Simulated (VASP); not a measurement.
## In (relaxed from the bcc structure, space group Im-3m): computed properties

These are PBEsol GGA, VASP's PBE PAW potentials (set 64) (plane waves; VASP) values and carry that method's errors.

- space group: Im-3m (229)
- cell: a = b = c = 3.723 Å, α = β = γ = 90.00°
- volume per atom: 25.81 Å^3/atom
- band gap (over mesh and band path): none (metal, semimetal or under 0.01 eV)
- band gap with spin-orbit coupling: none (metallic)
- density: 7.39 g/cm³

```cif
data_In
_chemical_formula_sum 'In1'
_space_group_name_H-M_alt 'P 1'
_space_group_IT_number 1
_cell_length_a 3.22445
_cell_length_b 3.22445
_cell_length_c 3.22445
_cell_angle_alpha 109.471
_cell_angle_beta 109.471
_cell_angle_gamma 109.471
loop_
_space_group_symop_operation_xyz
  'x, y, z'
loop_
_atom_site_label
_atom_site_type_symbol
_atom_site_fract_x
_atom_site_fract_y
_atom_site_fract_z
_atom_site_occupancy
In1 In 0.00000 0.00000 0.00000 1
```

Unless said otherwise, spin-orbit coupling is left out, though it shifts the bands of the heavy elements here.

The structure was generated: In was put into the bcc type (Im-3m), which need not be its known phase. It was relaxed first. Symmetry was kept, so distortions that lower it aren't found.
